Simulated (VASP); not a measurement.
**Mo: a series in uniaxial stress along [001]**

How do stress and energy of Mo follow uniaxial stress along [001]?

Method: PBEsol; plane waves and PAW (Mo_sv), in the first sound run; inputs show where later runs differ, in VASP 6.6.1.

### 1. Set-up

It takes space group Im-3m (No. 229, cubic). Conventional cell: a = 3.150 Å, b = 3.150 Å, c = 3.150 Å, α = 90.00°, β = 90.00°, γ = 90.00°. Nearest to Mo lie 8 Mo at 2.73 Å.

Structure file:

```
Mo
1.0
    -1.57500    1.57500    1.57500
     1.57500   -1.57500    1.57500
     1.57500    1.57500   -1.57500
Mo
1
Direct
  0.00000 0.00000 0.00000
```

### 2. Relax the crystal, PBEsol

The series starts from the cell that this level prefers, so that zero strain is near zero stress.

This step took 2 runs in a row; the last is shown.

Level: PBEsol; plane waves and PAW (Mo_sv).

Contents of INCAR:

```
SYSTEM = Mo
PREC = Accurate
ENCUT = 450
EDIFF = 1E-07
NELM = 120
ISMEAR = 1
SIGMA = 0.15
LREAL = .FALSE.
ALGO = Normal
GGA = PS
NBANDS = 13
LASPH = .TRUE.
LORBIT = 11
LWAVE = .FALSE.
LCHARG = .FALSE.
KPAR = 8
IBRION = 2
NSW = 40
ISIF = 3
EDIFFG = -0.005
POTIM = 0.4
```

Contents of POSCAR:

```
Mo
1.0
   -1.5655819399      1.5655819399      1.5655819399
    1.5655819399     -1.5655819399      1.5655819399
    1.5655819399      1.5655819399     -1.5655819399
Mo
1
Direct
    0.0000000000      0.0000000000      0.0000000000
```

Contents of KPOINTS:

```
Automatic mesh
0
Gamma
26 26 26
0 0 0
```

The projector-augmented-wave data sets are Mo_sv (PBE family, release 64).

Launch:

```console
mpirun -np 8 vasp_std
```

Log:

```text
[banner, memory and clock lines left out]
running    8 mpi-ranks, on    1 nodes
[...]
|                                                                             |
|           W    W    AA    RRRRR   N    N  II  N    N   GGGG   !!!           |
|           W    W   A  A   R    R  NN   N  II  NN   N  G    G  !!!           |
|           W    W  A    A  R    R  N N  N  II  N N  N  G       !!!           |
|           W WW W  AAAAAA  RRRRR   N  N N  II  N  N N  G  GGG   !            |
|           WW  WW  A    A  R   R   N   NN  II  N   NN  G    G                |
|           W    W  A    A  R    R  N    N  II  N    N   GGGG   !!!           |
|                                                                             |
|     For optimal performance we recommend to set                             |
|       NCORE = 2 up to number-of-cores-per-socket                            |
|     NCORE specifies how many cores store one orbital (NPAR=cpu/NCORE).      |
|     This setting can greatly improve the performance of VASP for DFT.       |
[...]
|     You enforced a specific xc type in the INCAR file but a different       |
|     [... a line on the potential file left out ...]
|     I HOPE YOU KNOW WHAT YOU ARE DOING!                                     |
|                                                                             |

 LDA part: xc-table for (Slater+PW92), standard interpolation
 POSCAR, INCAR and KPOINTS ok, starting setup
[...]
entering main loop
       N       E                     dE             d eps       ncg     rms          rms(c)
DAV:   1     0.804807818133E+02    0.80481E+02   -0.74282E+03 13535   0.995E+02
DAV:   2    -0.115735134550E+02   -0.92054E+02   -0.88734E+02 15316   0.290E+02
DAV:   3    -0.125295393014E+02   -0.95603E+00   -0.95425E+00 14776   0.295E+01
DAV:   4    -0.125315574277E+02   -0.20181E-02   -0.20181E-02 15011   0.166E+00
[...]
DAV:  10    -0.117785050715E+02   -0.69807E-05   -0.83488E-06 13896   0.331E-02    0.446E-03
DAV:  11    -0.117785052632E+02   -0.19172E-06   -0.72444E-08 11104   0.292E-03    0.826E-04
DAV:  12    -0.117785051811E+02    0.82108E-07   -0.70163E-09  6998   0.104E-03
   1 F= -.11778505E+02 E0= -.11778698E+02  d E =-.117785E+02
[...]
reached required accuracy - stopping structural energy minimisation
```

Wall time 12 s (8 MPI ranks of AMD EPYC 7R43, shared host); peak memory 1.3 GiB.

The logs omit lines about the potential files and the build; timing stands in the text.

From OUTCAR (step 2):

```text
  Total       -0.0005047     -0.0005047     -0.0005047      0.0000000      0.0000000     -0.0000000
  in kB       -0.0526767     -0.0526767     -0.0526767      0.0000000      0.0000000     -0.0000000
  external PRESSURE =      -0.0526767 kB  Pullay stress =       0.0000000 kB

 POSITION                                       TOTAL-FORCE (eV/Angst)
 -----------------------------------------------------------------------------------
      0.00000      0.00000      0.00000         0.000000      0.000000      0.000000
 -----------------------------------------------------------------------------------
    total drift:                                0.000000     -0.000000      0.000000

  FREE ENERGIE OF THE ION-ELECTRON SYSTEM (eV)
  ---------------------------------------------------
  free  energy   TOTEN  =       -11.7785051811 eV

  energy  without entropy=      -11.7790832945  energy(sigma->0) =      -11.77869789

 reached required accuracy - stopping structural energy minimisation

[... 3 further parts left out ...]
[key lines of the parts left out:]
E-fermi :  12.7415
```

This run gave:

| Quantity | Value |
| --- | --- |
| energy(sigma→0) of the program | -11.7787 eV |
| stress, compression positive | xx, yy, zz -0.01, -0.01, -0.01 GPa |
| volume | 15.349 Å³ |
| ionic steps | 1 |

### 3. Strain across the axis, PBEsol

One member in full: the axis is strained by 1.5 %, and the two directions across it are strained alike until their mean stress is under 0.012 GPa or five steps are spent.

This step took 3 runs, each at a new trial strain with the atoms of the one before; the last is shown.

Level: PBEsol; plane waves and PAW (Mo_sv).

Edit INCAR of step 2 so:

```diff
@@ -15,7 +15,7 @@
 LCHARG = .FALSE.
-KPAR = 8
-IBRION = 2
-NSW = 40
-ISIF = 3
-EDIFFG = -0.005
-POTIM = 0.4
+KPAR = 2
+IBRION = 1
+NSW = 25
+ISIF = 2
+EDIFFG = -0.004
+POTIM = 0.3
```

Contents of POSCAR:

```
Mo
1.0
   -1.5597085200      1.5597085200      1.5890656690
    1.5597085200     -1.5597085200      1.5890656690
    1.5597085200      1.5597085200     -1.5890656690
Mo
1
Direct
    0.0000000000      0.0000000000      0.0000000000
```

KPOINTS is that of step 2.

Launch:

```console
mpirun -np 2 vasp_std
```

Log:

```text
[banner, memory and clock lines left out]
running    2 mpi-ranks, on    1 nodes
[...]
[... a notice as in an earlier step ...]

 LDA part: xc-table for (Slater+PW92), standard interpolation
 POSCAR, INCAR and KPOINTS ok, starting setup
[...]
entering main loop
       N       E                     dE             d eps       ncg     rms          rms(c)
DAV:   1     0.816939893248E+02    0.81694E+02   -0.74557E+03 35035   0.998E+02
DAV:   2    -0.115320502449E+02   -0.93226E+02   -0.89720E+02 39780   0.291E+02
DAV:   3    -0.125327510032E+02   -0.10007E+01   -0.99836E+00 38595   0.300E+01
DAV:   4    -0.125349054774E+02   -0.21545E-02   -0.21544E-02 39060   0.170E+00
[...]
DAV:  10    -0.117743316094E+02   -0.71369E-05   -0.85842E-06 36090   0.336E-02    0.499E-03
DAV:  11    -0.117743317860E+02   -0.17660E-06   -0.10433E-07 30528   0.349E-03    0.773E-04
DAV:  12    -0.117743316994E+02    0.86593E-07   -0.88608E-09 18445   0.116E-03
   1 F= -.11774332E+02 E0= -.11774500E+02  d E =-.117743E+02
 BRION: g(F)=  0.687E-61 g(S)=  0.000E+00
 reached required accuracy - stopping structural energy minimisation
```

Wall time 94 s (2 MPI ranks); peak memory 0.54 GiB; 3.1 min of CPU time.

From OUTCAR (step 3):

```text
  Total       -0.0010781     -0.0010781     -0.5780189      0.0000000      0.0000000      0.0000000
  in kB       -0.1117054     -0.1117054    -59.8913218      0.0000000      0.0000000      0.0000000
  external PRESSURE =     -20.0382442 kB  Pullay stress =       0.0000000 kB

 POSITION                                       TOTAL-FORCE (eV/Angst)
 -----------------------------------------------------------------------------------
      0.00000      0.00000      0.00000        -0.000000      0.000000      0.000000
 -----------------------------------------------------------------------------------
    total drift:                                0.000000     -0.000000      0.000000

  FREE ENERGIE OF THE ION-ELECTRON SYSTEM (eV)
  ---------------------------------------------------
  free  energy   TOTEN  =       -11.7743316994 eV

  energy  without entropy=      -11.7748353203  energy(sigma->0) =      -11.77449957

[... 1 part as in an earlier step ...]

[... 3 further parts left out ...]
[key lines of the parts left out:]
E-fermi :  12.6231
```

This run gave:

| Quantity | Value |
| --- | --- |
| energy(sigma→0) of the program | -11.7745 eV |
| stress, compression positive | xx, yy, zz -0.01, -0.01, -5.99 GPa |
| ionic steps | 1 |

### 4. The whole series

The other members went through these steps as far as the tables show, with the same cutoff and, step by step, the same mesh; 28 runs are not shown. The session took 1.5 core hours (wall time by ranks) on a shared machine.

```
strain along the axis (%)  strain across the axis (%)  stress along the axis, tension positive (GPa)  energy above the unstrained row, extrapolated to no smearing (meV/atom)
                   -2.000                       0.512                                         -8.771                                                                    8.694
                   -1.500                       0.381                                         -6.524                                                                    4.900
                   -1.000                       0.253                                         -4.300                                                                    2.198
                   -0.500                       0.125                                         -2.123                                                                    0.573
                        0                       0.000                                          0.005                                                                    0.000
                    0.500                      -0.126                                              ?                                                                        ?
                    1.000                      -0.251                                          4.062                                                                    1.863
                    1.500                      -0.375                                          5.989                                                                    4.198
                    2.000                      -0.503                                          7.836                                                                    7.442
```

### 5. Stress from the known rows

Fitting a parabola to the 8 known rows (e: strain in %) gives stress = − 0.1163 e² + 4.162 e − 0.003671 in GPa; the residuals are 0.016 GPa r.m.s.

For the withheld row, e = 0.5, the fit gives 2.048 GPa.

### 6. The withheld row

The calculation gives 2.066 GPa, so the prediction is 0.018 GPa too low, within twice the residual of the fit.

Slopes at zero strain, from cubics through all rows: strain ratio -0.251, stress over strain 419 GPa.

### 7. Outcome

```yaml
error_of_the_predicted_stress: -0.018 GPa
poisson_ratio: 0.251
young_s_modulus_along_the_axis: 419 GPa
```

**Reading.** As a check, the curvature of the energy gives 424 GPa for the same modulus (energy per volume = E/2 × strain²), 1 % from the slope of the stress; these energies are extrapolated to no smearing, while the stress belongs to the free energy, so part of the difference may come from that. The energy also has a linear term worth 0.13 GPa that the stress column lacks, a mark of the finite basis or of the smearing. These are static values: temperature and zero-point motion are left out. In a metal the slopes also depend on mesh and smearing, which were held through the series.

[Lines on the potential files, build, host, timing and source positions are cut from VASP's logs without a mark.]

[Logs are printed without paths, hosts, clocks, repeated set-up lines and the standing remarks that a program may print on its own settings, such as how far it seeks lower states.]

[Hosts, paths, dates, database ids (printed as entryN), source tags and the programs' standing remarks are cut or masked in the printed files.]

[In band tables of VASP the shares of atoms and orbitals are scaled to a sum of 1 inside the atoms' spheres.]
